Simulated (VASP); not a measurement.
```
CELL_PARAMETERS angstrom
      0.00000     2.02500     2.02500
      2.02500     0.00000     2.02500
      2.02500     2.02500     0.00000
ATOMIC_POSITIONS crystal
  Al 0.00000 0.00000 0.00000
```

All values below come from AM05 GGA, VASP's PBE PAW potentials (set 64) (plane waves; VASP). Settings: 520 eV cut-off, 14×14×14 Γ-centred mesh, first-order Methfessel-Paxton smearing of 0.10 eV, potentials Al.

Energy and stress use the plane-wave basis of the starting cell.

**Question.** The ions, cell shape and volume are relaxed. Give the cell that the relaxation ends in.

**Answer.** 
```
CELL_PARAMETERS angstrom
      0.00000     2.00169     2.00169
      2.00169     0.00000     2.00169
      2.00169     2.00169     0.00000
ATOMIC_POSITIONS crystal
  Al 0.00000 0.00000 0.00000
```
Space group Fm-3m (225), at a tolerance of 0.03 Å.

**Question.** How do energy and volume change from the first to the last step?

**Answer.** The energy (σ→0) changes by -4.9 meV/atom and the volume by -3.4 %, in 3 ionic steps.

The compound is Al in the fcc structure. This run relaxes it. Symmetry was kept, so distortions that lower it aren't found.
